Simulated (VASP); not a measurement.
Calculation: r2SCAN meta-GGA, VASP's PBE PAW potentials (set 64) (plane waves; VASP).

A VASP calculation is set up with these files.

### INCAR
```
ALGO  =  Normal
EDIFF  =  1E-7
ENCUT  =  400
ISIF  =  2
ISMEAR  =  -5
LASPH  =  T
LCHARG  =  F
LEFG  =  T
LMAXMIX  =  6
LMIXTAU  =  T
LORBIT  =  11
LREAL  =  F
LWAVE  =  F
METAGGA  =  R2SCAN
NEDOS  =  601
NELM  =  100
PREC  =  Accurate
SYSTEM  =  CdHgSe2
```

**KPOINTS**
```
Automatic mesh
0
Gamma
6 6 4
0 0 0
```

**POSCAR**
```
CdHgSe2
1
    4.3584537766     0.0000000000     0.0000000000
    0.0000000000     4.3584537766     0.0000000000
    0.0000000000     0.0000000000     6.1460525302
Cd Hg Se
1 1 2
Direct
  0.5000000000   0.5000000000   0.5000000000
  0.0000000000   0.0000000000   0.0000000000
  0.0000000000   0.5000000000   0.2529870125
  0.5000000000   0.0000000000   0.7470129875
```

KPOINTS_OPT:
```
k-points along high-symmetry lines
6
Line-mode
Reciprocal
  0.000000   0.000000   0.000000 ! GAMMA
  0.000000   0.500000   0.000000 ! X

  0.000000   0.500000   0.000000 ! X
  0.500000   0.500000   0.000000 ! M

  0.500000   0.500000   0.000000 ! M
  0.000000   0.000000   0.000000 ! GAMMA

  0.000000   0.000000   0.000000 ! GAMMA
  0.000000   0.000000   0.500000 ! Z

  0.000000   0.000000   0.500000 ! Z
  0.000000   0.500000   0.500000 ! R

  0.000000   0.500000   0.500000 ! R
  0.500000   0.500000   0.500000 ! A

  0.500000   0.500000   0.500000 ! A
  0.000000   0.000000   0.500000 ! Z

  0.000000   0.500000   0.000000 ! X
  0.000000   0.500000   0.500000 ! R

  0.500000   0.500000   0.000000 ! M
  0.500000   0.500000   0.500000 ! A
```

POTCAR, in this order: Cd Hg Se (PBE.64 set). Program: vasp_std.

What VASP printed:

File OSZICAR:
```
       N       E                     dE             d eps       ncg     rms          rms(c)
DAV:   1     0.121533428632E+03    0.12153E+03   -0.15044E+04  1320   0.121E+03
DAV:   2    -0.982643392356E+02   -0.21980E+03   -0.21530E+03  1482   0.317E+02
DAV:   3    -0.110251657978E+03   -0.11987E+02   -0.11941E+02  1548   0.755E+01
DAV:   4    -0.110351310220E+03   -0.99652E-01   -0.99593E-01  1428   0.682E+00
DAV:   5    -0.110352153312E+03   -0.84309E-03   -0.84305E-03  1574   0.584E-01    0.935E+00
DAV:   6    -0.103245037051E+03    0.71071E+01   -0.64945E+00  1500   0.343E+01    0.110E+01
DAV:   7    -0.101057479992E+03    0.21876E+01   -0.78762E-01  1320   0.830E+00    0.819E+00
DAV:   8    -0.102184169783E+03   -0.11267E+01   -0.68210E-01  1320   0.817E+00    0.958E-01
DAV:   9    -0.994350155080E+02    0.27492E+01   -0.10776E+00  1332   0.715E+00    0.781E-01
DAV:  10    -0.995635721078E+02   -0.12856E+00   -0.70513E-02  1404   0.214E+00    0.675E-01
DAV:  11    -0.995493747894E+02    0.14197E-01   -0.89364E-04  1548   0.211E-01    0.719E-01
DAV:  12    -0.998564568578E+02   -0.30708E+00   -0.11694E-01  1332   0.220E+00    0.281E-01
DAV:  13    -0.100037919765E+03   -0.18146E+00   -0.15414E-01  1416   0.236E+00    0.239E-01
DAV:  14    -0.100025481512E+03    0.12438E-01   -0.10138E-02  1410   0.788E-01    0.203E-01
DAV:  15    -0.100029782987E+03   -0.43015E-02   -0.14969E-03  1416   0.276E-01    0.136E-01
DAV:  16    -0.100036640613E+03   -0.68576E-02   -0.34403E-03  1320   0.387E-01    0.554E-02
DAV:  17    -0.100037080752E+03   -0.44014E-03   -0.50553E-04  1374   0.195E-01    0.510E-02
DAV:  18    -0.100037097362E+03   -0.16610E-04   -0.43049E-04  1392   0.118E-01    0.384E-02
DAV:  19    -0.100037309394E+03   -0.21203E-03   -0.29080E-04  1374   0.130E-01    0.275E-02
DAV:  20    -0.100037343670E+03   -0.34276E-04   -0.21334E-05  1374   0.371E-02    0.262E-02
DAV:  21    -0.100037360458E+03   -0.16788E-04   -0.80710E-06  1380   0.217E-02    0.200E-02
DAV:  22    -0.100037369300E+03   -0.88419E-05   -0.53121E-06  1326   0.200E-02    0.685E-03
DAV:  23    -0.100037370687E+03   -0.13877E-05   -0.76061E-07  1350   0.861E-03    0.590E-03
DAV:  24    -0.100037370171E+03    0.51659E-06   -0.22487E-07  1242   0.459E-03    0.369E-03
DAV:  25    -0.100037370349E+03   -0.17839E-06   -0.24775E-07  1072   0.446E-03    0.754E-04
DAV:  26    -0.100037370449E+03   -0.10029E-06   -0.61071E-08   798   0.176E-03    0.618E-04
DAV:  27    -0.100037370451E+03   -0.20136E-08   -0.16545E-08   696   0.109E-03
   1 F= -.10003737E+03 E0= -.10003737E+03  d E =0.000000E+00
       N       E                     dE             ncg
       N       E                     dE             ncg
```

OUTCAR:
```
------------------------ aborting loop because EDIFF is reached ----------------------------------------
  FORCE on cell =-STRESS in cart. coord.  units (eV):
  Direction    XX          YY          ZZ          XY          YZ          ZX
  --------------------------------------------------------------------------------------
  Total        0.0280652      0.0280652     -0.0004593      0.0000000      0.0000000      0.0000000
  in kB        0.3851387      0.3851387     -0.0063032      0.0000000      0.0000000      0.0000000
  external PRESSURE =       0.2546581 kB  Pullay stress =       0.0000000 kB
  volume of cell :      116.75
      direct lattice vectors                 reciprocal lattice vectors
     4.358453777  0.000000000  0.000000000     0.229439166  0.000000000  0.000000000
     0.000000000  4.358453777  0.000000000     0.000000000  0.229439166  0.000000000
     0.000000000  0.000000000  6.146052530     0.000000000  0.000000000  0.162706061
 POSITION                                       TOTAL-FORCE (eV/Angst)
 -----------------------------------------------------------------------------------
      2.17923      2.17923      3.07303         0.000000      0.000000      0.000000
      0.00000      0.00000      0.00000        -0.000000     -0.000000      0.000000
      0.00000      2.17923      1.55487         0.000000     -0.000000      0.006745
      2.17923      0.00000      4.59118         0.000000     -0.000000     -0.006745
 -----------------------------------------------------------------------------------
    total drift:                                0.000000      0.000000      0.000000
  FREE ENERGIE OF THE ION-ELECTRON SYSTEM (eV)
  ---------------------------------------------------
  free  energy   TOTEN  =      -100.0373704514 eV

  energy  without entropy=     -100.0373704514  energy(sigma->0) =     -100.03737045

 total charge

# of ion       s       p       d       tot
------------------------------------------
    1        0.422   0.294   9.566  10.282
    2        0.675   0.376   9.398  10.450
    3        1.448   2.391   0.026   3.865
    4        1.448   2.391   0.026   3.865
--------------------------------------------------
tot          3.994   5.452  19.016  28.462

 Electric field gradients after diagonalization (V/A^2)
 (convention: |V_zz| > |V_xx| > |V_yy|)
----------------------------------------------------------------------
 ion       V_xx      V_yy      V_zz     asymmetry (V_yy - V_xx)/ V_zz
----------------------------------------------------------------------
   1      -2.372    -2.372     4.744       0.000
   2       3.239     3.239    -6.478       0.000
   3      52.086     1.272   -53.358       0.952
   4      52.086     1.272   -53.358       0.952
```
(Selected blocks of OUTCAR.)

The structure comes from a computed database's CdHgSe2 entry (P-4m2); how it stands against other phases isn't given here. It was relaxed first.
